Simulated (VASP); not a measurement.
## Cu (relaxed from the simple-cubic structure, space group Pm-3m): computed properties

Calculation: PBEsol GGA, VASP's PBE PAW potentials (set 64) (plane waves; VASP 6.6.1).

| Property | Result |
|---|---|
| space group | Pm-3m (221) |
| cell | a = b = c = 2.358 Å, α = β = γ = 90.00° |
| volume per atom | 13.11 Å³/atom |
| band gap (over mesh and band path) | none (metal, semimetal or under 0.01 eV) |
| density | 8.05 g/cm³ |

```
CELL_PARAMETERS angstrom
      2.35771     0.00000     0.00000
      0.00000     2.35771     0.00000
      0.00000     0.00000     2.35771
ATOMIC_POSITIONS crystal
  Cu 0.00000 0.00000 0.00000
```

The structure was generated: Cu was put into the simple-cubic type (Pm-3m), which need not be its known phase. It was relaxed first. Symmetry was kept, so distortions that lower it aren't found.
